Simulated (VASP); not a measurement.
A VASP calculation is set up with these files.

### KPOINTS
```
Automatic mesh
0
Gamma
5 5 5
0 0 0
```

### INCAR
```
ALGO = Normal   ! blocked Davidson
SYSTEM = Li2Se
AEXX = 0.25
LCHARG = F
ISIF = 2
PREC = Accurate
EDIFF = 1E-6   ! SCF stop (eV)
PRECFOCK = Fast
SIGMA = 0.01
LWAVE = F
LREAL = F   ! projection in real space or not
LMAXMIX = 4   ! l cut-off of mixed one-centre charges
HFRCUT = -1
ISYM = 3
NELM = 100   ! most electronic steps
LHFCALC = T
GGA = PE
ENCUT = 400   ! plane-wave cut-off (eV)
ISMEAR = -1   ! Fermi-Dirac
LASPH = T   ! aspherical one-centre terms
```

POSCAR:
```
Li2Se
4.2087630
  0.0000000000   0.7071068150   0.7071068150
  0.7071068150   0.0000000000   0.7071068150
  0.7071068150   0.7071068150   0.0000000000
Li Se
2 1
direct
  0.7486750000   0.7570230000   0.7291080000
  0.2520070000   0.2403190000   0.2605800000
 -0.0006820000   0.0026570000   0.0103110000
```

POTCAR, in this order: Li_sv Se (PBE.64 set). Program: vasp_std.

Task: Translate this PBE0 calculation to Ansatz.

Result: One equivalent input (not run):
Ansatz 0.2 input:
```yaml
crystal:
  lattice:
    - [0.0000000, 2.9760450, 2.9760450]
    - [2.9760450, 0.0000000, 2.9760450]
    - [2.9760450, 2.9760450, 0.0000000]
  atoms:
    - { symbol: Li, position: [0.7486750, 0.7570230, 0.7291080] }
    - { symbol: Li, position: [0.2520070, 0.2403190, 0.2605800] }
    - { symbol: Se, position: [-0.0006820, 0.0026570, 0.0103110] }
kpoints:
  mp_grid: { grid: [5, 5, 5] }
hamiltonian:
  xc: pbe0
  pseudopotentials: { kind: paw }
scf:
  occupations: { method: fermi_dirac, width: 0.01 }
  max_iter: 100
output: { forces: true, stress: true, eigenvalues: true }
```
The two are equivalent in intent, not identical: each code has its own PAW files, so the cut-off isn't converted (ENCUT is set for VASP's; basis.ecutwfc is left out, and Ansatz then takes the one that its files recommend); Ansatz stops its SCF on the density residual and VASP on the energy change (EDIFF).

The structure comes from a computed database's Li2Se entry; how it stands against other phases isn't given here. The cell was not relaxed at this level, atoms are displaced from their ideal sites. The run is one of a series of settings (KPOINTS 5×5×5 Γ-centred mesh against the base run), some of them coarse on purpose.
